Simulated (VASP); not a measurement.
Method: PBEsol GGA, VASP's PBE PAW potentials (set 64) (plane waves; VASP).

VASP ran on this input.

**INCAR**
```
SYSTEM = YB
PREC = Accurate
ENCUT = 520
EDIFF = 1E-7
NELM = 100
ALGO = Normal
LREAL = .FALSE.
LASPH = .TRUE.
ISMEAR = -5
GGA = PS
LMAXMIX = 4
LWAVE = .FALSE.
LCHARG = .TRUE.
LORBIT = 11
NEDOS = 601
ISIF = 2
```

File KPOINTS:
```
Automatic mesh
0
Gamma
13 13 13
0 0 0
```

File POSCAR:
```
YB
3.1778250
  0.9999998717   0.0000000000   0.0000000000
  0.0000000000   0.9999998717   0.0000000000
  0.0000000000   0.0000000000   0.9999998717
Y B
1 1
Cartesian
  0.0000000000   0.0000000000   0.0000000000
  0.4999999359   0.4999999359   0.4999999359
```

POTCAR, in this order: Y_sv B (PBE.64 set). Program: vasp_std.

**Question.** What does the run give for the energy per atom (σ→0), band gap (on the k-mesh)?

**Answer.** 
```
Quantity                                                     Value
------------------------  ----------------------------------------
energy per atom (σ→0)                               -6.739 eV/atom
band gap (on the k-mesh)  none (metal, semimetal or under 0.01 eV)
```

File OSZICAR:
```
...
DAV:  10    -0.134779190698E+02   -0.22462E-04   -0.57746E-04  1983   0.256E-01    0.922E-02
DAV:  11    -0.134779132899E+02    0.57799E-05   -0.40082E-05  2127   0.663E-02    0.301E-02
DAV:  12    -0.134779051122E+02    0.81777E-05   -0.68903E-06  2324   0.235E-02    0.130E-02
DAV:  13    -0.134779074981E+02   -0.23859E-05   -0.82618E-07  2220   0.853E-03    0.403E-03
DAV:  14    -0.134779072038E+02    0.29433E-06   -0.30973E-08  1113   0.179E-03    0.636E-04
DAV:  15    -0.134779070833E+02    0.12048E-06   -0.60614E-09  1002   0.691E-04    0.182E-04
DAV:  16    -0.134779070911E+02   -0.78314E-08   -0.12492E-09  1005   0.284E-04
   1 F= -.13477907E+02 E0= -.13477907E+02  d E =0.000000E+00
```

The structure was generated: YB was put into the CsCl type type (Pm-3m), which need not be its known phase. It was relaxed first, which changed the volume by -29 %.
